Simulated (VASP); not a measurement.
# MnO (Manganosite): accuracy against cost in the PAW data sets and SCF threshold

How sensitive are energy, pressure and forces of MnO (Manganosite) to the PAW data sets and SCF threshold? The atoms are off their equilibrium sites, so that forces can be compared too. The series runs use PBEsol. The PAW data sets tried: minimal 64: Mn O; recommended 64: Mn_pv O; recommended 54: Mn_pv O; semicore 64: Mn_sv O; gw 64: Mn_sv_GW O_GW; hard 64: Mn_pv O_h; soft 64: Mn_pv O_s. The SCF threshold tried: EDIFF = 0.01; EDIFF = 0.001; EDIFF = 1E-04; EDIFF = 1E-05; EDIFF = 1E-06; EDIFF = 1E-08. The atoms of the start are displaced at random from the sites of a Fm-3m cell.

Method: PBEsol, spin-polarised from a ferromagnetic start (one magnetic atom a cell); plane waves and PAW (Mn, O), in the first sound run; inputs show where later runs differ, in VASP 6.6.1.

### Step 1. Set-up

It takes space group Cm (No. 8, monoclinic). That holds within 0.01 Å; VASP, at its tighter tolerance, finds 1 operation. The conventional cell has a = 5.445 Å, b = 3.144 Å, c = 3.144 Å, α = 90.00°, β = 125.26°, γ = 90.00°. Nearest to Mn lie 6 O at 2.19 to 2.26 Å. Nearest to O lie 6 Mn at 2.19 to 2.26 Å. Farther neighbours and most contacts between anions are not listed. That group holds within 0.01 Å; judged at 0.001 Å it is P1 (No. 1).

### Step 2. PAW data sets: minimal 64: Mn O

Data sets differ in which electrons are valence and how hard the partial waves are. PBEsol restores the gradient expansion of exchange and is tuned for the cells of solids.

File INCAR:

```
SYSTEM = MnO
PREC = Accurate
ENCUT = 520
EDIFF = 1E-06
NELM = 100
ISMEAR = -1
SIGMA = 0.05
LREAL = .FALSE.
ALGO = Normal
GGA = PS
NBANDS = 13
ISPIN = 2
MAGMOM = 4 0
LMAXMIX = 4
LORBIT = 11
LWAVE = .FALSE.
LCHARG = .FALSE.
KPAR = 2
ISIF = 2
```

File POSCAR:

```
MnO
1.0
    0.0000000000      2.2230000000      2.2230000000
    2.2230000000      0.0000000000      2.2230000000
    2.2230000000      2.2230000000      0.0000000000
Mn O
1 1
Direct
    0.0035340000      0.0098170000      0.0048000000
    0.5129280000      0.4951270000      0.5031250000
```

File KPOINTS:

```
Automatic mesh
0
Gamma
9 9 9
0 0 0
```

Potentials, in the order of the species: Mn and O (PBE family, release 64).

Run with:

```sh
$ mpirun -np 2 vasp_std
```

Log:

```text
[banner, memory and clock lines left out]
running    2 mpi-ranks, on    1 nodes
 distrk:  each k-point on    1 cores,    2 groups
 distr:  one band on    1 cores,    1 groups

 POSCAR found type information on POSCAR MnO
 POSCAR found :  2 types and       2 ions
|                                                                             |
|               ----> ADVICE to this user running VASP <----                  |
|                                                                             |
|     You enforced a specific xc type in the INCAR file but a different       |
|     [... a line on the potential file left out ...]
|     I HOPE YOU KNOW WHAT YOU ARE DOING!                                     |
|                                                                             |

 LDA part: xc-table for (Slater+PW92), standard interpolation
 POSCAR, INCAR and KPOINTS ok, starting setup
 FFT: planning ... GRIDC
 FFT: planning ... GRID_SOFT
 FFT: planning ... GRID
 WAVECAR not read
 entering main loop
       N       E                     dE             d eps       ncg     rms          rms(c)
DAV:   1     0.769510746966E+02    0.76951E+02   -0.62798E+03 19587   0.112E+03
DAV:   2    -0.122331676389E+02   -0.89184E+02   -0.77419E+02 19882   0.242E+02
DAV:   3    -0.192363090708E+02   -0.70031E+01   -0.66842E+01 22998   0.796E+01
DAV:   4    -0.193607049175E+02   -0.12440E+00   -0.12410E+00 20567   0.102E+01
DAV:   5    -0.193633744990E+02   -0.26696E-02   -0.26695E-02 24101   0.162E+00    0.135E+01
DAV:   6    -0.178210912096E+02    0.15423E+01   -0.17855E+01 25250   0.684E+01    0.182E+01
DAV:   7    -0.172214778453E+02    0.59961E+00   -0.25950E+00 25106   0.365E+01    0.919E+00
DAV:   8    -0.172380227796E+02   -0.16545E-01   -0.15497E-01 21466   0.378E+00    0.517E+00
DAV:   9    -0.172125778248E+02    0.25445E-01   -0.66706E-02 25791   0.305E+00    0.121E+00
DAV:  10    -0.172178668174E+02   -0.52890E-02   -0.90703E-03 27245   0.127E+00    0.264E-01
DAV:  11    -0.172174365457E+02    0.43027E-03   -0.25754E-03 25703   0.530E-01    0.154E-01
DAV:  12    -0.172176393103E+02   -0.20276E-03   -0.15456E-04 27086   0.163E-01    0.520E-02
DAV:  13    -0.172176365818E+02    0.27285E-05   -0.44003E-06 25267   0.282E-02    0.350E-02
DAV:  14    -0.172176448120E+02   -0.82302E-05   -0.17238E-05 24364   0.416E-02    0.930E-03
DAV:  15    -0.172176442311E+02    0.58091E-06   -0.22975E-06 11809   0.157E-02
   1 F= -.17217644E+02 E0= -.17214757E+02  d E =-.577489E-02  mag=     4.7368
```

Elapsed: 65 s, on 2 MPI ranks of AMD EPYC 9R45, shared host; peak memory 0.52 GiB.

Lines that name or quote the potential files are left out of all logs, and their timing lines are given in words.

OUTCAR, selected parts (step 2):

```text
ion  position               nearest neighbor table
   1  0.004  0.010  0.005-   2 2.19   2 2.21   2 2.21   2 2.24   2 2.24   2 2.26
   2  0.513  0.495  0.503-   1 2.19   1 2.21   1 2.21   1 2.24   1 2.24   1 2.26

  LATTYP: Found a face centered cubic cell.
 ALAT       =     4.4460000000

 Subroutine GETGRP returns: Found  1 space group operations
 (whereof  1 operations were pure point group operations)

The static configuration has the point symmetry C_1 .

 Found    365 irreducible k-points:

   k-points           NKPTS =    365   k-points in BZ     NKDIM =    365   number of bands    NBANDS=     13

   dimension x,y,z NGX =    24 NGY =   24 NGZ =   24
   dimension x,y,z NGXF=    48 NGYF=   48 NGZF=   48

   ENCUT  =  520.0 eV  38.22 Ry    6.18 a.u.   5.85  5.85  5.85*2*pi/ulx,y,z

   NELECT =      13.0000    total number of electrons

 k-points in reciprocal lattice and weights: Automatic mesh
   0.00000000  0.00000000  0.00000000       0.001
   0.11111111  0.00000000  0.00000000       0.003
   0.00000000  0.11111111  0.00000000       0.003
   0.00000000  0.00000000  0.11111111       0.003
   0.11111111  0.11111111  0.11111111       0.003
   0.22222222  0.00000000  0.00000000       0.003
   0.00000000  0.22222222  0.00000000       0.003
   0.00000000  0.00000000  0.22222222       0.003
   0.22222222  0.22222222  0.22222222       0.003
[...]
-0.44444444  0.22222222 -0.22222222       0.003
   0.22222222  0.44444444 -0.33333333       0.003

 average (electrostatic) potential at core
       1 -43.9700       2 -70.6325

 E-fermi :   5.6936

 spin component 1
 k-point     1 :       0.0000    0.0000    0.0000
  band No.  band energies     occupation
    ...
      6       2.5246      1.00000
      7       2.5441      1.00000
      8       3.0262      1.00000
      9       3.0649      1.00000
     10       5.1110      0.99999
     11      19.6331      0.00000
     12      21.7801      0.00000
     13      21.7857      0.00000

 k-point     2 :       0.1111    0.0000    0.0000
  band No.  band energies     occupation
    ...
      5       2.6228      1.00000
      6       2.6315      1.00000
      7       2.7752      1.00000
      8       3.6734      1.00000
      9       3.6893      1.00000
     10       5.9505      0.00583
     11      18.2428      0.00000
     12      21.3455      0.00000
     13      21.3615      0.00000

 k-point     3 :       0.0000    0.1111    0.0000
  band No.  band energies     occupation
    ...
      5       2.6244      1.00000
      6       2.6326      1.00000
      7       2.7866      1.00000
      8       3.6711      1.00000
      9       3.6864      1.00000
     10       5.9514      0.00572
     11      18.2390      0.00000
     12      21.3572      0.00000
     13      21.3608      0.00000

 k-point     4 :       0.0000    0.0000    0.1111
  band No.  band energies     occupation
    ...
      5       2.6220      1.00000
      6       2.6297      1.00000
      7       2.7685      1.00000
      8       3.6717      1.00000
      9       3.6943      1.00000
     10       5.9499      0.00590
     11      18.2453      0.00000
     12      21.3414      0.00000
     13      21.3581      0.00000

 k-point     5 :       0.1111    0.1111    0.1111
  band No.  band energies     occupation
    ...
      5       2.6224      1.00000
      6       2.6308      1.00000
      7       2.7720      1.00000
      8       3.6728      1.00000
      9       3.6915      1.00000
     10       5.9502      0.00587
     11      18.2439      0.00000
     12      21.3434      0.00000
     13      21.3602      0.00000

 k-point     6 :       0.2222    0.0000    0.0000
  band No.  band energies     occupation
    ...
      5       2.8750      1.00000
      6       2.8775      1.00000
      7       3.0685      1.00000
      8       4.6174      1.00000
      9       4.6256      1.00000
     10       7.4159      0.00000
     11      16.0168      0.00000
     12      19.9492      0.00000
     13      19.9537      0.00000

  Total       -1.0120682     -1.0375384     -1.0414826      0.0024998      0.0006096     -0.0017324
  in kB      -73.8026524    -75.6600056    -75.9476260      0.1822937      0.0444560     -0.1263296
  external PRESSURE =     -75.1367613 kB  Pullay stress =       0.0000000 kB

  energy-cutoff  :      520.00
  volume of cell :       21.97
      direct lattice vectors                 reciprocal lattice vectors
     0.000000000  2.223000000  2.223000000    -0.224921278  0.224921278  0.224921278
     2.223000000  0.000000000  2.223000000     0.224921278 -0.224921278  0.224921278
     2.223000000  2.223000000  0.000000000     0.224921278  0.224921278 -0.224921278

 POSITION                                       TOTAL-FORCE (eV/Angst)
 -----------------------------------------------------------------------------------
      0.03249      0.01853      0.02968        -0.126559      0.059029     -0.040464
      2.21911      2.25869      2.24091         0.126559     -0.059029      0.040464
 -----------------------------------------------------------------------------------
    total drift:                               -0.000038     -0.000078      0.000122

  FREE ENERGIE OF THE ION-ELECTRON SYSTEM (eV)
  ---------------------------------------------------
  free  energy   TOTEN  =       -17.2176442311 eV

  energy  without entropy=      -17.2118693408  energy(sigma->0) =      -17.21475679

 total charge
# of ion       s       p       d       tot
------------------------------------------
    1        0.210   0.234   4.955   5.398
    2        1.557   3.390   0.000   4.947
--------------------------------------------------
tot          1.766   3.624   4.955  10.345

 magnetization (x)
# of ion       s       p       d       tot
------------------------------------------
    1        0.034   0.025   4.225   4.285
    2        0.030   0.165   0.000   0.195
--------------------------------------------------
tot          0.064   0.190   4.225   4.479

[... 6 further parts left out ...]
```

The cell holds one magnetic atom, so no antiferromagnetic order fits into it. The k-mesh is coarse for a metal. LASPH is off, so gradient terms of the non-spherical density inside the spheres are left out; for open d or f shells this can shift gaps and moments. The PAW data sets were made with PBE, which is usual practice but a small mismatch for other functionals. Oxides and halides of Mn are often magnetic insulators, and a metal at this level, without U or exact exchange, may be an artefact. The data set Mn keeps the semicore shell frozen, which is cheaper and a little less accurate.

Numbers from this step:

```
SCF cycles                                        : 15
electrons                                         : 13
bands                                             : 13
irreducible k-points                              : 365
symmetry operations                               : 1
free energy (TOTEN)                               : -17.22 eV
energy at zero smearing                           : -17.21 eV
Fermi energy                                      : 5.694 eV
pressure                                          : -7.514 GPa
moment of the cell, from the last line of the log : 4.737 μB
metallic                                          : yes
```

Spin moment in the PAW sphere by atom:

| atom | spin moment in the PAW sphere (μB) |
| --- | --- |
| Mn1 | 4.29 |
| O2 | 0.20 |

The series starts at -8.6074 eV an atom and -7.51 GPa, after 15 cycles in 65 s.

### Step 3. PAW data sets: recommended 64: Mn pv O

This step: PBEsol, spin-polarised from a ferromagnetic start (one magnetic atom a cell); plane waves and PAW (Mn_pv, O) (VASP 6.6.1).

Changes to INCAR since step 2:

```diff
@@ -10,3 +10,3 @@
 GGA = PS
-NBANDS = 13
+NBANDS = 16
 ISPIN = 2
```

POSCAR is that of step 2.

KPOINTS is that of step 2.

Potentials, in the order of the species: Mn_pv and O (PBE family, release 64).

Run with:

```sh
$ mpirun -np 2 vasp_std
```

Log:

```text
[banner, memory and clock lines left out]
running    2 mpi-ranks, on    1 nodes
[...]
[... a notice as in an earlier step ...]

 LDA part: xc-table for (Slater+PW92), standard interpolation
 POSCAR, INCAR and KPOINTS ok, starting setup
[...]
entering main loop
       N       E                     dE             d eps       ncg     rms          rms(c)
DAV:   1     0.156147837207E+03    0.15615E+03   -0.10961E+04 23400   0.142E+03
DAV:   2    -0.125430460554E+02   -0.16869E+03   -0.15925E+03 26592   0.372E+02
DAV:   3    -0.193511111628E+02   -0.68081E+01   -0.67751E+01 24808   0.825E+01
DAV:   4    -0.194052988746E+02   -0.54188E-01   -0.54184E-01 26376   0.764E+00
[...]
DAV:  11    -0.172182408485E+02   -0.12337E-03   -0.11815E-03 24608   0.356E-01    0.110E-01
DAV:  12    -0.172183097281E+02   -0.68880E-04   -0.47355E-05 25080   0.950E-02    0.303E-02
DAV:  13    -0.172183099800E+02   -0.25187E-06   -0.72093E-06 24392   0.265E-02
   1 F= -.17218310E+02 E0= -.17215414E+02  d E =-.579229E-02  mag=     4.7338
```

Run time: 66 s. Hardware: 2 MPI ranks; peak memory 0.56 GiB; 2.2 min of CPU time.

OUTCAR, selected parts (step 3):

```text
  Total       -0.9764770     -1.0022291     -1.0061510      0.0024666      0.0005026     -0.0016522
  in kB      -71.2072504    -73.0851594    -73.3711578      0.1798687      0.0366537     -0.1204860
  external PRESSURE =     -72.5545225 kB  Pullay stress =       0.0000000 kB

 POSITION                                       TOTAL-FORCE (eV/Angst)
 -----------------------------------------------------------------------------------
      0.03249      0.01853      0.02968        -0.128354      0.060015     -0.041214
      2.21911      2.25869      2.24091         0.128354     -0.060015      0.041214
 -----------------------------------------------------------------------------------
    total drift:                               -0.000421      0.000384     -0.000338

  FREE ENERGIE OF THE ION-ELECTRON SYSTEM (eV)
  ---------------------------------------------------
  free  energy   TOTEN  =       -17.2183099800 eV

  energy  without entropy=      -17.2125176903  energy(sigma->0) =      -17.21541384

 magnetization (x)
# of ion       s       p       d       tot
------------------------------------------
    1        0.033   0.026   4.236   4.295
    2        0.030   0.164   0.000   0.193
--------------------------------------------------
tot          0.063   0.190   4.236   4.489

[... 1 part as in an earlier step ...]

[... 2 further parts left out ...]
[key lines of the parts left out:]
E-fermi :   7.3817
```

With 19 valence electrons the pressure is -7.26 GPa, +0.26 GPa from the first of the series, after 13 cycles in 66 s.

### Step 4. PAW data sets: recommended 54: Mn pv O

INCAR is that of step 3.

POSCAR is that of step 3.

KPOINTS is that of step 3.

PAW data sets: Mn_pv and O (PBE family, release 54).

Run with:

```sh
$ mpirun -np 2 vasp_std
```

Log:

```text
[... set-up lines as in an earlier step ...]
 entering main loop
       N       E                     dE             d eps       ncg     rms          rms(c)
[... 13 cycles as in an earlier step ...]
   1 F= -.17218310E+02 E0= -.17215414E+02  d E =-.579229E-02  mag=     4.7338
```

Run time: 64 s. Hardware: 2 MPI ranks; peak memory 0.56 GiB.

OUTCAR, selected parts (step 4):

```text
[... 7 parts as in an earlier step ...]

[... 1 further part left out ...]
[key lines of the parts left out:]
E-fermi :   7.3817
```

With 19 valence electrons the pressure is -7.26 GPa, +0.26 GPa from the first of the series, after 13 cycles in 64 s.

### Step 5. PAW data sets: semicore 64: Mn sv O

This step: PBEsol, spin-polarised from a ferromagnetic start (one magnetic atom a cell); plane waves and PAW (Mn_sv, O) (VASP 6.6.1).

Changes to INCAR since step 4:

```diff
@@ -10,3 +10,3 @@
 GGA = PS
-NBANDS = 16
+NBANDS = 17
 ISPIN = 2
```

POSCAR is that of step 4.

KPOINTS is that of step 4.

PAW data sets: Mn_sv and O (PBE family, release 64).

Run with:

```sh
$ mpirun -np 2 vasp_std
```

Log:

```text
[... set-up lines as in an earlier step ...]
 entering main loop
       N       E                     dE             d eps       ncg     rms          rms(c)
DAV:   1     0.236472049308E+03    0.23647E+03   -0.11836E+04 28156   0.161E+03
DAV:   2    -0.467822301758E+01   -0.24115E+03   -0.23099E+03 25098   0.497E+02
DAV:   3    -0.185572579298E+02   -0.13879E+02   -0.13590E+02 35394   0.136E+02
DAV:   4    -0.194071005269E+02   -0.84984E+00   -0.84631E+00 37816   0.290E+01
[...]
DAV:  13    -0.172975021810E+02   -0.18734E-04   -0.14384E-05 31068   0.473E-02    0.297E-02
DAV:  14    -0.172975087966E+02   -0.66156E-05   -0.33228E-06 29575   0.224E-02    0.378E-03
DAV:  15    -0.172975086903E+02    0.10626E-06   -0.31045E-07 14009   0.765E-03
   1 F= -.17297509E+02 E0= -.17294608E+02  d E =-.580228E-02  mag=     4.7319
```

It took 89 s on 2 MPI ranks; peak memory 0.58 GiB.

OUTCAR, selected parts (step 5):

```text
  Total       -1.2763447     -1.3009175     -1.3047627      0.0024638      0.0008101     -0.0016240
  in kB      -93.0743840    -94.8663010    -95.1466994      0.1796654      0.0590730     -0.1184275
  external PRESSURE =     -94.3624615 kB  Pullay stress =       0.0000000 kB

 POSITION                                       TOTAL-FORCE (eV/Angst)
 -----------------------------------------------------------------------------------
      0.03249      0.01853      0.02968        -0.124082      0.058264     -0.039775
      2.21911      2.25869      2.24091         0.124082     -0.058264      0.039775
 -----------------------------------------------------------------------------------
    total drift:                                0.000665      0.000328      0.000169

  FREE ENERGIE OF THE ION-ELECTRON SYSTEM (eV)
  ---------------------------------------------------
  free  energy   TOTEN  =       -17.2975086903 eV

  energy  without entropy=      -17.2917064134  energy(sigma->0) =      -17.29460755

 magnetization (x)
# of ion       s       p       d       tot
------------------------------------------
    1        0.024   0.013   4.070   4.107
    2        0.030   0.162   0.000   0.192
--------------------------------------------------
tot          0.054   0.176   4.070   4.299

[... 1 part as in an earlier step ...]

[... 2 further parts left out ...]
[key lines of the parts left out:]
E-fermi :   9.1319
```

With 21 valence electrons the pressure is -9.44 GPa, -1.92 GPa from the first of the series, after 15 cycles in 89 s.

[end of part 1 of 3]

[Lines on the potential files, build, host, timing and source positions are cut from VASP's logs without a mark.]

[Logs are printed without paths, hosts, clocks, repeated set-up lines and the standing remarks that a program may print on its own settings, such as how far it seeks lower states.]

[Hosts, paths, dates, database ids (printed as entryN), source tags and the programs' standing remarks are cut or masked in the printed files.]

[A measured line is paired with the nearest computed mode of its activity, which favours agreement.]
